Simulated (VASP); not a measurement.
These are PBE GGA, VASP's PBE PAW potentials (set 64) (plane waves; VASP) values and carry that method's errors.

VASP ran on this input.

**INCAR**
```
SYSTEM = GaSb
PREC = Accurate; ENCUT = 400; LREAL = .False.
LASPH = .True.
EDIFF = 1E-6; NELM = 100; ALGO = Normal
LMAXMIX = 4
ISMEAR = 0; SIGMA = 0.01
GGA = PE
ISIF = 2
LWAVE = .False.; LCHARG = .False.
```

KPOINTS:
```
Automatic mesh
0
Gamma
7 7 7
0 0 0
```

### POSCAR
```
GaSb
1
    0.0000000000     3.0500000000     3.0500000000
    3.0500000000     0.0000000000     3.0500000000
    3.0500000000     3.0500000000     0.0000000000
Ga Sb
1 1
Direct
  0.0000000000   0.0000000000   0.0000000000
  0.2500000000   0.2500000000   0.2500000000
```

POTCAR, in this order: Ga_d Sb (PBE.64 set). Program: vasp_std.

Output of the run:

**OSZICAR**
```
       N       E                     dE             d eps       ncg     rms          rms(c)
DAV:   1     0.689761872513E+02    0.68976E+02   -0.78402E+03   528   0.151E+03
DAV:   2    -0.231475942754E+01   -0.71291E+02   -0.69083E+02   565   0.270E+02
DAV:   3    -0.729965084693E+01   -0.49849E+01   -0.48731E+01   660   0.662E+01
DAV:   4    -0.738346117407E+01   -0.83810E-01   -0.83789E-01   568   0.981E+00
DAV:   5    -0.738593653149E+01   -0.24754E-02   -0.24753E-02   694   0.144E+00    0.323E+00
DAV:   6    -0.734074848122E+01    0.45188E-01   -0.73882E-02   755   0.482E+00    0.197E+00
DAV:   7    -0.732741327874E+01    0.13335E-01   -0.45309E-02   610   0.198E+00    0.346E-01
DAV:   8    -0.732837028500E+01   -0.95701E-03   -0.48955E-03   643   0.978E-01    0.815E-02
DAV:   9    -0.732887468405E+01   -0.50440E-03   -0.79722E-04   570   0.242E-01    0.392E-02
DAV:  10    -0.732889226246E+01   -0.17578E-04   -0.34669E-05   656   0.459E-02    0.107E-02
DAV:  11    -0.732891924814E+01   -0.26986E-04   -0.42967E-05   555   0.504E-02    0.430E-03
DAV:  12    -0.732891987525E+01   -0.62711E-06   -0.96365E-07   489   0.106E-02
   1 F= -.73289199E+01 E0= -.73289199E+01  d E =-.715132E-12
```

OUTCAR:
```
------------------------ aborting loop because EDIFF is reached ----------------------------------------
  FORCE on cell =-STRESS in cart. coord.  units (eV):
  Direction    XX          YY          ZZ          XY          YZ          ZX
  --------------------------------------------------------------------------------------
  Total        0.9590153      0.9590153      0.9590153     -0.0000000      0.0000000     -0.0000000
  in kB       27.0773785     27.0773785     27.0773785     -0.0000000      0.0000000     -0.0000000
  external PRESSURE =      27.0773785 kB  Pullay stress =       0.0000000 kB
  volume of cell :       56.75
      direct lattice vectors                 reciprocal lattice vectors
     0.000000000  3.050000000  3.050000000    -0.163934426  0.163934426  0.163934426
     3.050000000  0.000000000  3.050000000     0.163934426 -0.163934426  0.163934426
     3.050000000  3.050000000  0.000000000     0.163934426  0.163934426 -0.163934426
  FREE ENERGIE OF THE ION-ELECTRON SYSTEM (eV)
  ---------------------------------------------------
  free  energy   TOTEN  =        -7.3289198753 eV

  energy  without entropy=       -7.3289198753  energy(sigma->0) =       -7.32891988
```
(Selected blocks of OUTCAR.)

The compound is GaSb in the zinc blende structure. The cell was not relaxed at this level. The run is one of a series of settings (SIGMA = 0.01 against the base run), some of them coarse on purpose.
